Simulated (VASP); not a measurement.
These are revPBE GGA, VASP's PBE PAW potentials (set 64) (plane waves; VASP) values and carry that method's errors.

VASP ran on this input.

### INCAR
```
SYSTEM = Eu
PREC = Accurate
ENCUT = 520
EDIFF = 1E-6
NELM = 100
ALGO = Normal
LREAL = .FALSE.
LASPH = .TRUE.
ISMEAR = 1
SIGMA = 0.1
GGA = RE
LMAXMIX = 6
LWAVE = .FALSE.
LCHARG = .FALSE.
IBRION = 2
ISIF = 3
NSW = 60
EDIFFG = -0.01
```

### POSCAR
```
Eu
1
   -2.2900000000     2.2900000000     2.2900000000
    2.2900000000    -2.2900000000     2.2900000000
    2.2900000000     2.2900000000    -2.2900000000
Eu
1
Direct
  0.0000000000   0.0000000000   0.0000000000
```

File KPOINTS:
```
kpoints
0
G
 10 10 10
```

POTCAR, in this order: Eu_2 (PBE.64 set). Program: vasp_std.

The run wrote:

### OSZICAR
```
       N       E                     dE             d eps       ncg     rms          rms(c)
DAV:   1     0.100409106830E+02    0.10041E+02   -0.37446E+03   784   0.805E+02
DAV:   2    -0.141266718916E+01   -0.11454E+02   -0.11298E+02  1032   0.112E+02
DAV:   3    -0.161249408809E+01   -0.19983E+00   -0.19451E+00  1120   0.111E+01
DAV:   4    -0.161396592825E+01   -0.14718E-02   -0.14717E-02  1120   0.120E+00
DAV:   5    -0.161397597975E+01   -0.10052E-04   -0.10051E-04  1128   0.853E-02    0.651E+00
DAV:   6    -0.162697769497E+01   -0.13002E-01   -0.22570E-03  1200   0.465E-01    0.388E+00
DAV:   7    -0.163471840650E+01   -0.77407E-02   -0.56090E-03  1152   0.707E-01    0.629E-02
DAV:   8    -0.163482104836E+01   -0.10264E-03   -0.15557E-04  1240   0.103E-01    0.151E-02
DAV:   9    -0.163483293865E+01   -0.11890E-04   -0.11584E-05   992   0.265E-02    0.548E-03
DAV:  10    -0.163483293878E+01   -0.12437E-09   -0.19897E-06  1216   0.116E-02
   1 F= -.16348329E+01 E0= -.16347084E+01  d E =-.163483E+01
       N       E                     dE             d eps       ncg     rms          rms(c)
DAV:   1    -0.163733883844E+01   -0.25059E-02   -0.46935E-02   896   0.221E+00    0.187E-01
DAV:   2    -0.163586715384E+01    0.14717E-02   -0.14248E-03  1152   0.372E-01    0.103E-01
DAV:   3    -0.163522619769E+01    0.64096E-03   -0.18814E-03  1168   0.407E-01    0.483E-02
DAV:   4    -0.163522728901E+01   -0.10913E-05   -0.13356E-05   984   0.344E-02    0.275E-02
DAV:   5    -0.163523081860E+01   -0.35296E-05   -0.49181E-06  1136   0.175E-02    0.163E-03
DAV:   6    -0.163523058776E+01    0.23084E-06   -0.83840E-08   432   0.277E-03
   2 F= -.16352306E+01 E0= -.16351234E+01  d E =-.397649E-03
       N       E                     dE             d eps       ncg     rms          rms(c)
DAV:   1    -0.163760208574E+01   -0.23713E-02   -0.49791E-02   888   0.228E+00    0.193E-01
DAV:   2    -0.163604127202E+01    0.15608E-02   -0.15170E-03  1144   0.385E-01    0.106E-01
DAV:   3    -0.163536229240E+01    0.67898E-03   -0.19996E-03  1168   0.420E-01    0.497E-02
DAV:   4    -0.163536327436E+01   -0.98196E-06   -0.13753E-05   984   0.353E-02    0.287E-02
DAV:   5    -0.163536698681E+01   -0.37124E-05   -0.54403E-06  1104   0.183E-02    0.173E-03
DAV:   6    -0.163536674606E+01    0.24075E-06   -0.88632E-08   416   0.290E-03
   3 F= -.16353667E+01 E0= -.16352773E+01  d E =-.533807E-03
```

File OUTCAR:
```
------------------------ aborting loop because EDIFF is reached ----------------------------------------
  FORCE on cell =-STRESS in cart. coord.  units (eV):
  Direction    XX          YY          ZZ          XY          YZ          ZX
  --------------------------------------------------------------------------------------
  Total        0.0001412      0.0001412      0.0001412      0.0000000      0.0000000     -0.0000000
  in kB        0.0047947      0.0047947      0.0047947      0.0000000      0.0000000     -0.0000000
  external PRESSURE =       0.0047947 kB  Pullay stress =       0.0000000 kB
  volume of cell :       47.19
      direct lattice vectors                 reciprocal lattice vectors
    -2.276489310  2.276489310  2.276489310     0.000000000  0.219636437  0.219636437
     2.276489310 -2.276489310  2.276489310     0.219636437  0.000000000  0.219636437
     2.276489310  2.276489310 -2.276489310     0.219636437  0.219636437  0.000000000
 POSITION                                       TOTAL-FORCE (eV/Angst)
 -----------------------------------------------------------------------------------
      0.00000     -0.00000      0.00000         0.000000      0.000000     -0.000000
 -----------------------------------------------------------------------------------
    total drift:                               -0.000000     -0.000000      0.000000
  FREE ENERGIE OF THE ION-ELECTRON SYSTEM (eV)
  ---------------------------------------------------
  free  energy   TOTEN  =        -1.6353667461 eV

  energy  without entropy=       -1.6350984420  energy(sigma->0) =       -1.63527731

 reached required accuracy - stopping structural energy minimisation
```
(Selected blocks of OUTCAR.)

### CONTCAR
```
Eu
   1.00000000000000
    -2.2764893095608891    2.2764893095608891    2.2764893095608891
     2.2764893095608891   -2.2764893095608891    2.2764893095608891
     2.2764893095608891    2.2764893095608891   -2.2764893095608891
  Eu
     1
Direct
     0.0000000000000000    0.0000000000000000    0.0000000000000000
```

The 4f electrons are frozen in the core of the lanthanide potential, so 4f levels, which can set the real gap, and their magnetism are missing.

The compound is Eu in the bcc structure. This run relaxes it. Symmetry was kept, so distortions that lower it aren't found.
